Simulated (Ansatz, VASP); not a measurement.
# Ti (Titanium) in two plane-wave programs, part 2 of 2

Aim: how closely do two programs agree when they are given the same cell, functional and k mesh? The cell is taken from a series of runs on this material, whose earlier steps may have relaxed, scaled, displaced or heated it; both programs get it as it stands.

VASP 6.6.1 and Ansatz 0.2.0.

So far: The structure; VASP: zone-centre phonons, PBEsol.

## 3. Ansatz: zone-centre phonons, PBEsol

Level of this step: Ansatz beside VASP: Kohn-Sham DFT, plane waves, PBEsol (Ansatz).

Ansatz runs on its PAW soft_1 files.

The same cell, functional, mesh and smearing now go to Ansatz, which takes its cutoff from its data sets.

Contents of input.yaml:

```yaml
crystal:
  lattice:
    - [2.9371020651, 0.0, 0.0]
    - [-1.4685510325, 2.5436050019, 0.0]
    - [0.0, 0.0, 4.4051907902]
  atoms:
    - { symbol: Ti, position: [0.3333332734, 0.6666667266, 0.25] }
    - { symbol: Ti, position: [0.6666667266, 0.3333332734, 0.75] }
kpoints:
  mp_grid: { grid: [18, 18, 12] }
hamiltonian:
  xc: pbesol
  pseudopotentials: { kind: paw, azcp: { folder: soft_1 }, xc_functional: pbe }
scf:
  occupations: { method: methfessel_paxton, width: 0.2 }
output:
  eigenvalues: true
phonons:
  method: dfpt
```

The run is started by

```console
ansatz run input.yaml --threads 4 --pin off --max-ram 10240MiB --backend cpu --events-out ev --progress --plain --runs-dir out
```

Numbers of over 12 decimals in the logs are rounded to 6 here.

Output:

```text
zone centre: on kpoints.mp_grid the ground state, and the responses unless they are solved on pairs of k-points, stand on 637 of the mesh's 3888 k-points, reduced under 4 symmetry operations, with k and −k counted as one. Each operation leaves every solved displacement unchanged or reverses it
Engine: ansatz 0.2.0, aarch64-unknown-linux-gnu
Pseudopotentials: kind: paw
Pseudopotential: Ti, paw, valence charge 12, recommended cutoff 420 eV (normal), soft_1/Ti.paw.azcp
Functional definition: PBEsol
  exchange = pbesol_x
  correlation = pbesol_c
Crystal: 2 atoms, lattice volume = 32.910 Å³
Basis set: ecut = 420 eV, 627 PW (Γ), exchange–correlation on 40×40×60 points (8 copies of the dense FFT grid, shifted against one another)
Bands: 16, of which v1, the nominal top of the filled ones, is band 12 counted from 1 (11 counted from 0)
Symmetry: 24 space group operations
k-points: 637 of 3888 (irreducible under 4 space group operations, time reversal used)
Non-local potential: Ti, projectors of the file, l = 0: 3, l = 1: 2, l = 2: 3, l = 3: 1
PAW form: soft (Blöchl's): semilocal exchange-correlation on the pseudo side does not see the compensation charge
PAW frozen core: Ti, regenerated for the run's functional, and the local potential with it (the file was generated under x = pbe(κ = 0.804, μ = 0.219515), c = pbe(β = 0.066725))
PAW one-centre angular grid: Ti, 590 points (default); XC on 64 Gauss nodes
Initial density: superposition of atomic densities (chi_scale 0.1, normalization cell)
Initial wavefunctions: pseudopotential atomic-orbital guess
Functional: x = pbesol(κ = 0.804, μ = 0.123457), c = pbesol(β = 0.046)
SCF iter   1: F=—  HF=-4948.235458 eV  |F-HF|=—  |Δ(HF+E_count)|=         —  Δρ=6.40e-2  dr2=1.37e0  ethr=3.10e-3  ⟨swp⟩=4.3  Hψ=90195  notcnv=0
automatic band count: the SCF goes on with 20 bands, as 16 were too few: they end inside the smearing window of the response
preconditioner: auto → none  [metal: Δε(μ)=0.014 eV  Ē_g=4.792 eV  σ=0.200 eV  W_gap=0.06  n_scr=8 (ndim 8)  ℏωp=18.3 eV  f_vac=0.000  D(μ)=1.52/eV (n_scr^D=22)  sad-step TF]
SCF iter   2: F=—  HF=-4947.924820 eV  |F-HF|=—  |Δ(HF+E_count)|=   3.11e-1  S|Δr|=    0.00e0  Δρ=3.65e-2  dr2=4.70e-1  ethr=3.10e-3  ⟨swp⟩=2.0  Hψ=21470  notcnv=0  defer=835
SCF iter   3: F=—  HF=-4947.771951 eV  |F-HF|=—  |Δ(HF+E_count)|=   1.53e-1  S|Δr|=    0.00e0  Δρ=1.44e-3  dr2=3.43e-4  ethr=1.96e-3  ⟨swp⟩=2.8  Hψ=22209  notcnv=0  defer=835
SCF iter   4: F=—  HF=-4947.772002 eV  |F-HF|=—  |Δ(HF+E_count)|=   5.07e-5  S|Δr|=    0.00e0  Δρ=9.41e-5  dr2=1.19e-6  ethr=1.43e-6  ⟨swp⟩=2.5  Hψ=22640  notcnv=0  defer=798
SCF iter   5: F=—  HF=-4947.772009 eV  |F-HF|=—  |Δ(HF+E_count)|=   7.19e-6  S|Δr|=    0.00e0  Δρ=5.00e-5  dr2=6.69e-7  ethr=4.96e-9  ⟨swp⟩=2.0  Hψ=20940  notcnv=0  defer=798
SCF iter   6: F=—  HF=-4947.772009 eV  |F-HF|=—  |Δ(HF+E_count)|=   2.14e-7  S|Δr|=    0.00e0  Δρ=2.02e-6  dr2=7.66e-10  ethr=2.79e-9  ⟨swp⟩=3.0  Hψ=22043  notcnv=0  defer=798
SCF iter   7: F=—  HF=-4947.772009 eV  |F-HF|=—  |Δ(HF+E_count)|=  2.62e-10  S|Δr|=    0.00e0  Δρ=6.69e-7  dr2=9.27e-11  ethr=3.19e-12  ⟨swp⟩=2.8  Hψ=19726  notcnv=0  defer=798
SCF iter   8: F=-4947.772009 eV  HF=-4947.772009 eV  |F-HF|=0.00e0  |Δ(HF+E_count)|=  4.37e-11  S|Δr|=    0.00e0  Δρ=4.04e-8  dr2=2.83e-13  ethr=1.00e-12  ⟨swp⟩=7.2  Hψ=53848  notcnv=0
SCF 1 converged in 8 iterations: F = -4947.772009 eV  dr2 = 2.83e-13
  greatest PAW one-centre occupation: 0.999 electrons in one spin orbital (limit 2), on the Ti atom at site 1 (counted from 0), in its partial waves of l = 0
DFPT response loops at Γ: preconditioner auto → Kerker (q_TF=auto, 2.588 Å⁻¹) (partly filled bands, converged f_vac=0.000); β = 1.00, the filter's whole step (`scf.mixing.beta` (0.50) is not read by the response loops under this deck's `scf.mixing.preconditioner`; to damp them name `kerker` or `kerker_dos`, under which they read `scf.mixing.beta`, and type it under 1.00, their step now; both keys bind the ground state too); Broyden in place of MSR1
SCF converged after 8 iterations
Stability not checked: this state was not tested for a lower state beside it, because cold or Methfessel-Paxton smearing, or corrected tetrahedra, fill the levels in a way that the test cannot read (fill_not_monotonic; see scf.lower_state_search)
Free energy (F): -4947.772009 eV
Harris-Foulkes:  -4947.772009 eV  (|F-HF|=0.00e0)
Internal energy: -4947.776829 eV  (E = F + TS)
E sigma→0 (E₀):  -4947.773214 eV
Entropy (-TS):   0.004820 eV (2.410 meV/atom)
Fermi energy:    14.053872 eV
--- Per-component energies (eV) ---
  E_band       = -296.144213
  E_kinetic    = 564.556127
  E_local      = -1690.628215  (includes V_loc(G=0)·N_el)
  E_nonlocal   = 124.045412
  E_hartree    = 672.421480
  E_xc         = -231.183265
  E_vxc        = -290.883134  (∫ρ·V_xc dr)
  E_paw        = -2034.991611  (= ΣΔE_a)
  E_vpaw       = -348.077220  (= ΣTr[D̂ρ^β])
  E_aug_tail   = -0.000160  (compensation charges beyond the density's cutoff)
  E_ewald      = -2352.275365
  E_core_change = 0.278769  (= ΣΔE_core)
  E_smearing   = 0.004820  (= −TS)
  E_closure    = -0.000000  (closes the sum)
  Σ components = -4947.772009   (vs F -4947.772009, Δ=0.00e0)
--- Band table (eV; the first three rows and the last of 637) ---
  k-point 0: bands = [... 8 lower, 7.7331, 11.2062, 14.7503, 14.7503, 15.3220, 15.3997, 15.3997, 15.4588, ... 4 higher]
  k-point 1: bands = [... 8 lower, 7.7999, 11.1951, 14.6868, 14.6868, 15.2817, 15.3486, 15.3486, 15.3636, ... 4 higher]
  k-point 2: bands = [... 8 lower, 7.9972, 11.1452, 14.5726, 14.5726, 15.0090, 15.1648, 15.2134, 15.2134, ... 4 higher]
  k-point 636: bands = [... 8 lower, 11.9251, 11.9251, 13.4542, 13.4542, 13.9101, 13.9101, 15.6537, 15.6537, ... 4 higher]
--- Phonons (Γ-DFPT): 2 representative perturbations + reference, on 637 of 3888 k-points (Σ response iterations 6) ---
  k mesh reduced under 4 symmetry operations, with k and −k counted as one. Each operation leaves every solved displacement unchanged or reverses it
  ASR residual: 1.599e-5 → 0.000e0 eV/Å²; symmetrization residual: 5.105e-10 eV/Å²
  ASR residual per site (eV/Å²): 1.60e-5 1.60e-5
  Γ frequencies (cm⁻¹): 0.00 0.00 0.00 132.35 132.35 249.41
  non-analytic LO–TO correction: not included (Born effective charges unavailable; polar crystals: no LO–TO splitting at Γ)
```

## 4. Side by side

Known differences besides the potentials themselves: the cutoff is 420 eV in Ansatz and 500 eV in VASP; Ansatz makes its cores anew for this functional, VASP keeps those of its PBE data sets. Total energies have different zeros and are not compared.

The two programs side by side:

| quantity | Ansatz | VASP | difference |
| --- | --- | --- | --- |
| optical mode 1 to 2 (cm⁻¹) | 132.3 | 132.9 | -0.45 % |
| optical mode 3 (cm⁻¹) | 249.4 | 249.7 | -0.12 % |

Modes are paired by rising frequency, not by their patterns, so a pair may set unlike modes beside each other; they are those without the splitting of longitudinal modes.

## 5. Outcome

| Item | Value |
| --- | --- |
| r.m.s. difference of the optical zone-centre modes, each program's sorted by frequency (zone-centre phonons, PBEsol) | 0.52 cm⁻¹ |

What this shows: The r.m.s. difference of the optical zone-centre modes, each program's sorted by frequency is 0.52 cm⁻¹ (zone-centre phonons, PBEsol). How closely two codes agree says nothing of how well the functional describes the real material.

[Lines on the potential files, build, host, timing and source positions are cut from VASP's logs without a mark.]

[Logs are printed without paths, hosts, clocks, repeated set-up lines and the standing remarks that a program may print on its own settings, such as how far it seeks lower states.]

[Hosts, paths, dates, database ids (printed as entryN), source tags and the programs' standing remarks are cut or masked in the printed files.]
